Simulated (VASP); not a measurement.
Consider the following.

```yaml
crystal:
  lattice:
    - [3.40224, 0.00000, 0.00000]
    - [-1.70112, 2.94642, 0.00000]
    - [0.00000, 0.00000, 5.97220]
  atoms:
    - { symbol: Y, position: [0.00000, 0.00000, 0.00000] }
    - { symbol: Y, position: [0.00000, 0.00000, 0.50000] }
    - { symbol: N, position: [0.33333, 0.66667, 0.25000] }
    - { symbol: N, position: [0.66667, 0.33333, 0.75000] }
```

These are r2SCAN meta-GGA, VASP's PBE PAW potentials (set 64) (plane waves; VASP) values and carry that method's errors. Numerical set-up: 520 eV cut-off, 8×8×4 Γ-centred mesh, tetrahedra with Blöchl corrections, potentials Y_sv N.

The cores are frozen, which limits the accuracy of field gradients.

Question: Give the principal components of the electric field gradient (V/Å²) and the asymmetry η at each nucleus.

Answer: 
```csv
atom,Vxx,Vyy,Vzz,η
Y1,1.5,1.5,-3.0,0.00
Y2,1.5,1.5,-3.0,0.00
N3,-2.8,-2.8,5.6,0.00
N4,-2.8,-2.8,5.6,0.00
```

The structure was generated: YN was put into the NiAs type (P6_3/mmc), which need not be its known phase. It was relaxed first, which changed the volume by -27 %.
